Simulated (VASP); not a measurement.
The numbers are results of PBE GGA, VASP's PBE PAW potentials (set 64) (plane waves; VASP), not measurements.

Input for VASP

**KPOINTS**
```
Automatic mesh
0
Gamma
8 8 7
0 0 0
```

File POSCAR:
```
NbP
1
    3.3132730000     0.0000000000     0.0000000000
   -1.6566370000     2.8693790000     0.0000000000
    0.0000000000     0.0000000000     3.2335900000
Nb P
1 1
Direct
  0.0000000000   0.0000000000   0.0000000000
  0.6666670000   0.3333330000   0.5000000000
```

### INCAR
```
LASPH = .TRUE.
EDIFF = 1E-6
ISMEAR = 0   # Gaussian
SYSTEM = NbP
NELM = 100
LREAL = .FALSE.   # projection in real space or not
GGA = PE   # PBE
LMAXMIX = 4   # l cut-off of mixed one-centre charges
SIGMA = 0.05
ENCUT = 400   # plane-wave cut-off (eV)
PREC = Accurate
ALGO = VeryFast
ISIF = 2   # forces and stress, cell fixed
LCHARG = .FALSE.
LWAVE = .FALSE.
```

POTCAR, in this order: Nb_sv P (PBE.64 set). Program: vasp_std.

The resulting files:

File OUTCAR:
```
 ion  position               nearest neighbor table
   1  0.000  0.000  0.000-   2 2.50   2 2.50   2 2.50   2 2.50   2 2.50   2 2.50
   2  0.667  0.333  0.500-   1 2.50   1 2.50   1 2.50   1 2.50   1 2.50   1 2.50
  LATTYP: Found a hexagonal cell.
 ALAT       =     3.3132730000
 C/A-ratio  =     0.9759503669
 Subroutine PRICEL returns:
 Original cell was already a primitive cell.
 Subroutine GETGRP returns: Found 12 space group operations
The static configuration has the point symmetry D_3h.
The dynamic configuration has the point symmetry D_3h.
 Subroutine INISYM returns: Found 12 space group operations
 Subroutine IBZKPT returns following result:
 Found     40 irreducible k-points:

 Following reciprocal coordinates:
            Coordinates               Weight
  0.000000  0.000000  0.000000      1.000000
  0.125000  0.000000  0.000000      6.000000
  0.250000  0.000000  0.000000      6.000000
  0.375000 -0.000000  0.000000      6.000000
  0.500000  0.000000  0.000000      3.000000
  0.125000  0.125000  0.000000      6.000000
  0.250000  0.125000  0.000000     12.000000
  0.375000  0.125000  0.000000     12.000000
  0.250000  0.250000  0.000000      6.000000
  0.375000  0.250000  0.000000      6.000000
  0.000000  0.000000  0.142857      2.000000
  0.125000  0.000000  0.142857     12.000000
  0.250000  0.000000  0.142857     12.000000
  0.375000 -0.000000  0.142857     12.000000
  0.500000  0.000000  0.142857      6.000000
  0.125000  0.125000  0.142857     12.000000
  0.250000  0.125000  0.142857     24.000000
  0.375000  0.125000  0.142857     24.000000
  0.250000  0.250000  0.142857     12.000000
  0.375000  0.250000  0.142857     12.000000
  0.000000  0.000000  0.285714      2.000000
  0.125000  0.000000  0.285714     12.000000
  0.250000  0.000000  0.285714     12.000000
...
```

OSZICAR:
```
       N       E                     dE             d eps       ncg     rms          rms(c)
RMM:   1     0.166674347685E+03    0.16667E+03   -0.65863E+03   520   0.973E+02
RMM:   2     0.229490222178E+01   -0.16438E+03   -0.19649E+03   520   0.341E+02
RMM:   3     0.194934599614E+01   -0.34556E+00   -0.32546E+02   520   0.264E+02
RMM:   4    -0.876673593189E+01   -0.10716E+02   -0.10029E+02   520   0.134E+02
RMM:   5    -0.132580049878E+02   -0.44913E+01   -0.41042E+01   520   0.807E+01
RMM:   6    -0.154635696966E+02   -0.22056E+01   -0.20438E+01   520   0.537E+01
RMM:   7    -0.166715318469E+02   -0.12080E+01   -0.11503E+01   520   0.392E+01
RMM:   8    -0.174093899074E+02   -0.73786E+00   -0.70659E+00   520   0.289E+01
RMM:   9    -0.183813502847E+02   -0.97196E+00   -0.95665E+00  1958   0.232E+01
RMM:  10    -0.186120017832E+02   -0.23065E+00   -0.17047E+00  2019   0.617E+00
RMM:  11    -0.186747214733E+02   -0.62720E-01   -0.52821E-01  2025   0.389E+00
RMM:  12    -0.187004477817E+02   -0.25726E-01   -0.23762E-01  2046   0.257E+00    0.993E+00
RMM:  13    -0.175078068691E+02    0.11926E+01   -0.36734E+00  1940   0.147E+01    0.408E+00
RMM:  14    -0.175664023559E+02   -0.58595E-01   -0.85009E-01  1885   0.540E+00    0.212E+00
RMM:  15    -0.175802668583E+02   -0.13865E-01   -0.20005E-01  1749   0.362E+00    0.739E-01
RMM:  16    -0.175713766058E+02    0.88903E-02   -0.10700E-01  1842   0.247E+00    0.343E-01
RMM:  17    -0.175770117270E+02   -0.56351E-02   -0.55340E-02  2013   0.138E+00    0.258E-01
RMM:  18    -0.175788219023E+02   -0.18102E-02   -0.20591E-02  1999   0.980E-01    0.710E-02
RMM:  19    -0.175799598844E+02   -0.11380E-02   -0.10834E-02  1994   0.651E-01    0.670E-02
RMM:  20    -0.175806029912E+02   -0.64311E-03   -0.57284E-03  2031   0.471E-01    0.120E-01
RMM:  21    -0.175809555032E+02   -0.35251E-03   -0.31565E-03  2029   0.348E-01    0.127E-01
RMM:  22    -0.175811397053E+02   -0.18420E-03   -0.17951E-03  1983   0.273E-01    0.115E-01
RMM:  23    -0.175812316679E+02   -0.91963E-04   -0.10859E-03  1988   0.218E-01    0.798E-02
RMM:  24    -0.175813008338E+02   -0.69166E-04   -0.69599E-04  1973   0.169E-01    0.716E-02
RMM:  25    -0.175813450342E+02   -0.44200E-04   -0.44064E-04  1952   0.133E-01    0.590E-02
RMM:  26    -0.175813700659E+02   -0.25032E-04   -0.29025E-04  1968   0.112E-01    0.364E-02
RMM:  27    -0.175813892643E+02   -0.19198E-04   -0.19415E-04  1895   0.900E-02    0.179E-02
RMM:  28    -0.175814034128E+02   -0.14149E-04   -0.12872E-04  1768   0.719E-02    0.677E-03
RMM:  29    -0.175814138855E+02   -0.10473E-04   -0.87524E-05  1574   0.572E-02    0.922E-04
RMM:  30    -0.175814214087E+02   -0.75232E-05   -0.61889E-05  1498   0.473E-02    0.609E-04
RMM:  31    -0.175814266518E+02   -0.52431E-05   -0.43285E-05  1463   0.391E-02    0.647E-04
RMM:  32    -0.175814302899E+02   -0.36382E-05   -0.29422E-05  1383   0.326E-02    0.476E-04
RMM:  33    -0.175814329408E+02   -0.26508E-05   -0.21814E-05  1342   0.275E-02    0.840E-04
RMM:  34    -0.175814348721E+02   -0.19313E-05   -0.15770E-05  1286   0.240E-02    0.775E-04
RMM:  35    -0.175814362650E+02   -0.13928E-05   -0.11333E-05  1232   0.203E-02    0.789E-04
RMM:  36    -0.175814373270E+02   -0.10620E-05   -0.86471E-06  1216   0.177E-02    0.960E-04
RMM:  37    -0.175814380780E+02   -0.75095E-06   -0.61881E-06  1143   0.148E-02
   1 F= -.17581438E+02 E0= -.17580668E+02  d E =-.154079E-02
```

File OUTCAR:
```
------------------------ aborting loop because EDIFF is reached ----------------------------------------
  FORCE on cell =-STRESS in cart. coord.  units (eV):
  Direction    XX          YY          ZZ          XY          YZ          ZX
  --------------------------------------------------------------------------------------
  Total        1.3790904      1.3790908      2.5793711     -0.0000002      0.0000000      0.0000000
  in kB       71.8742321     71.8742528    134.4294216     -0.0000125      0.0000000      0.0000000
  external PRESSURE =      92.7259688 kB  Pullay stress =       0.0000000 kB
  volume of cell :       30.74
      direct lattice vectors                 reciprocal lattice vectors
     3.313273000  0.000000000  0.000000000     0.301816361  0.174253785  0.000000000
    -1.656637000  2.869379000  0.000000000     0.000000000  0.348507465  0.000000000
     0.000000000  0.000000000  3.233590000     0.000000000  0.000000000  0.309253802
 POSITION                                       TOTAL-FORCE (eV/Angst)
 -----------------------------------------------------------------------------------
      0.00000      0.00000      0.00000        -0.000000      0.000000      0.000000
      1.65664      0.95646      1.61679         0.000000     -0.000000      0.000000
 -----------------------------------------------------------------------------------
    total drift:                               -0.000253      0.000139      0.000000
  FREE ENERGIE OF THE ION-ELECTRON SYSTEM (eV)
  ---------------------------------------------------
  free  energy   TOTEN  =       -17.5814380780 eV

  energy  without entropy=      -17.5798972904  energy(sigma->0) =      -17.58066768
```
(Selected blocks of OUTCAR.)

OUTCAR:
```
 val. band max:       11.0254829595   @ k =   0.5000   0.0000   0.4286

 cond. band min:      11.0851947897   @ k =   0.1250   0.0000   0.2857


 Fermi energy:        11.0277899996

 k-point     1 :       0.0000    0.0000    0.0000
  band No.  band energies     occupation
      1     -43.6378      2.00000
      2     -19.6719      2.00000
      3     -19.5594      2.00000
      4     -19.5594      2.00000
      5      -1.7447      2.00000
      6       8.1421      2.00000
      7       8.7300      2.00000
      8       8.7300      2.00000
      9      11.1151      0.01356
     10      12.9418      0.00000
     11      12.9419      0.00000
     12      15.9486      0.00000
     13      16.4208      0.00000

 k-point     2 :       0.1250    0.0000    0.0000
  band No.  band energies     occupation
      1     -43.6320      2.00000
      2     -19.6636      2.00000
      3     -19.6222      2.00000
      4     -19.5732      2.00000
      5      -1.4743      2.00000
      6       7.7467      2.00000
      7       8.7212      2.00000
      8       8.9557      2.00000
      9      10.2831      2.00000
     10      12.8185      0.00000
     11      13.9605      0.00000
     12      14.9839      0.00000
     13      15.5320      0.00000

 k-point     3 :       0.2500    0.0000    0.0000
  band No.  band energies     occupation
      1     -43.6179      2.00000
      2     -19.7708      2.00000
      3     -19.6435      2.00000
      4     -19.6066      2.00000
      5      -0.7461      2.00000
      6       6.6042      2.00000
      7       8.9666      2.00000
      8       9.2342      2.00000
      9       9.5355      2.00000
     10      12.5407      0.00000
     11      13.8037      0.00000
     12      14.8633      0.00000
     13      25.0245      0.00000

 k-point     4 :       0.3750   -0.0000    0.0000
  band No.  band energies     occupation
      1     -43.6039      2.00000
      2     -19.9153      2.00000
      3     -19.6397      2.00000
...
```

The structure was generated: NbP was put into the WC type (P-6m2), which need not be its known phase. The cell was not relaxed at this level. The run is one of a series of settings (ALGO = VeryFast against the base run), some of them coarse on purpose.
